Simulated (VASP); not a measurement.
Input for VASP

File POSCAR:
```
PbS
1
    0.0000000000     2.9700000000     2.9700000000
    2.9700000000     0.0000000000     2.9700000000
    2.9700000000     2.9700000000     0.0000000000
Pb S
1 1
Direct
  0.0000000000   0.0000000000   0.0000000000
  0.5000000000   0.5000000000   0.5000000000
```

KPOINTS:
```
K-points
0
G
 5 5 5
```

INCAR:
```
! general
SYSTEM         =  PbS
PREC           =  Accurate
ENCUT          =  300
LREAL          =  .FALSE.
LASPH          =  .TRUE.

! electronic loop
EDIFF          =  1E-6
NELM           =  100
ALGO           =  Normal
LMAXMIX        =  4

! smearing
ISMEAR         =  -1
SIGMA          =  0.05

! functional
GGA            =  PS
GGA_COMPAT     =  .FALSE.

! spin
MAGMOM         =  6*0.0
LSORBIT        =  .TRUE.
LNONCOLLINEAR  =  .TRUE.

! ions
ISIF           =  2

! output
LWAVE          =  .FALSE.
LCHARG         =  .FALSE.
LORBIT         =  11
```

POTCAR, in this order: Pb_d S (PBE.64 set). Program: vasp_ncl.

Problem. Translate this PBEsol+SOC calculation to Ansatz.

Solution. One equivalent input (not run):
Ansatz 0.2 input:
```yaml
crystal:
  lattice:
    - [0.0000000, 2.9700000, 2.9700000]
    - [2.9700000, 0.0000000, 2.9700000]
    - [2.9700000, 2.9700000, 0.0000000]
  atoms:
    - { symbol: Pb, position: [0.0000000, 0.0000000, 0.0000000] }
    - { symbol: S, position: [0.5000000, 0.5000000, 0.5000000] }
kpoints:
  mp_grid: { grid: [5, 5, 5] }
hamiltonian:
  xc: pbesol
  pseudopotentials: { kind: paw }
magnetization: { noncollinear: true, spin_orbit: true }
scf:
  occupations: { method: fermi_dirac, width: 0.05 }
  max_iter: 100
output: { forces: true, stress: true, eigenvalues: true }
```
Limits of the translation: each code has its own PAW files, so the cut-off isn't converted (ENCUT is set for VASP's; basis.ecutwfc is left out, and Ansatz then takes the one that its files recommend); Ansatz stops its SCF on the density residual and VASP on the energy change (EDIFF).

The structure is a typed PbS crystal. The cell was not relaxed at this level. The run is one of a series of settings (GGA_COMPAT = .FALSE., LNONCOLLINEAR = .TRUE., LSORBIT = .TRUE., MAGMOM = 0.0 0.0 0.0 0.0 0.0 0.0, program vasp_ncl against the base run), some of them coarse on purpose.
